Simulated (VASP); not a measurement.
Given:

```xyz
2
Lattice="1.3357 -2.3134 0.0000 1.3357 2.3134 0.0000 0.0000 0.0000 4.8533" Properties=species:S:1:pos:R:3 pbc="T T T"
Zn     1.3357     0.7711     1.2133
Zn     1.3357    -0.7711     3.6400
```

All values below come from PBE GGA, VASP's PBE PAW potentials (set 64) (plane waves; VASP 6.6.1). Run with 480 eV cut-off, 14×14×8 Γ-centred mesh, first-order Methfessel-Paxton smearing of 0.10 eV, potentials Zn.

Energy and stress use the plane-wave basis of the starting cell.

### Question
The ions, cell shape and volume at an external pressure of 30.0 GPa are relaxed. Predict the relaxed structure.

### Answer

```xyz
2
Lattice="1.2670 -2.1945 0.0000 1.2670 2.1945 0.0000 0.0000 0.0000 4.3014" Properties=species:S:1:pos:R:3 pbc="T T T"
Zn     1.2670     0.7315     1.0754
Zn     1.2670    -0.7315     3.2261
```
Space group P6_3/mmc (194), at a tolerance of 0.03 Å.

### Question
How do energy and volume change from the first to the last step?

### Answer
The energy (σ→0) changes by +227.5 meV/atom and the volume by -20.3 %, in 12 ionic steps.

| step | E(σ→0) (eV) | max force (eV/Å) | pressure (GPa) | volume (Å³) |
|---|---|---|---|---|
| 1 | -2.2111 | 0.000 | 0.54 | 29.99 |
| 2 | -0.0673 | 0.000 | 99.17 | 19.55 |
| 3 | -1.7989 | 0.000 | 28.15 | 24.38 |
| 4 | -1.7684 | 0.000 | 29.57 | 24.21 |
| 5 | -1.7483 | 0.000 | 30.50 | 24.10 |
| 6 | -1.7470 | 0.000 | 30.70 | 23.93 |
| 7 | -1.6614 | 0.000 | 33.76 | 23.50 |
| 8 | -1.7098 | 0.000 | 31.92 | 23.68 |
| 9 | -1.7315 | 0.000 | 31.29 | 23.79 |
| 10 | -1.7266 | 0.000 | 31.39 | 23.76 |
| 11 | -1.7958 | 0.000 | 28.11 | 24.14 |
| 12 | -1.7561 | 0.000 | 30.01 | 23.92 |

The compound is Zn in the hcp structure. This run relaxes it under an external pressure of 30 GPa. Symmetry was kept, so distortions that lower it aren't found.
